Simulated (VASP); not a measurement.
The system is GaC3.

```
Ga C
1.0
     3.31895    0.00000    0.00000
     0.00000    3.31895    0.00000
     0.00000    0.00000    3.31895
Ga C
1 3
Direct
  0.00000 0.00000 0.00000
  0.00000 0.50000 0.50000
  0.50000 0.00000 0.50000
  0.50000 0.50000 0.00000
```

The cell comes from a database or a generator and needn't be the stable form of this composition.

Base run:

```yaml
Program: VASP 6.6.1
Functional: PBE
Potentials_or_basis: VASP PAW PBE potentials, release 64 (Ga_d, C)
Cutoff: 520 eV
k_mesh: 6 × 6 × 6
Occupations: fermi-dirac, width 0.1 eV
Spin: no spin polarisation
```

Its results: band gap on the k mesh none (metal or under the smearing width); pressure 1.5 GPa.

Problem. The run is repeated on the same cell with these changes: k mesh from 6 × 6 × 6 to 3 × 3 × 3. What comes out?

Solution. Band gap on the k mesh none (metal or under the smearing width); pressure 3.1 GPa.

Caveats: some runs use coarse meshes.

Not every run made on this cell is shown here.
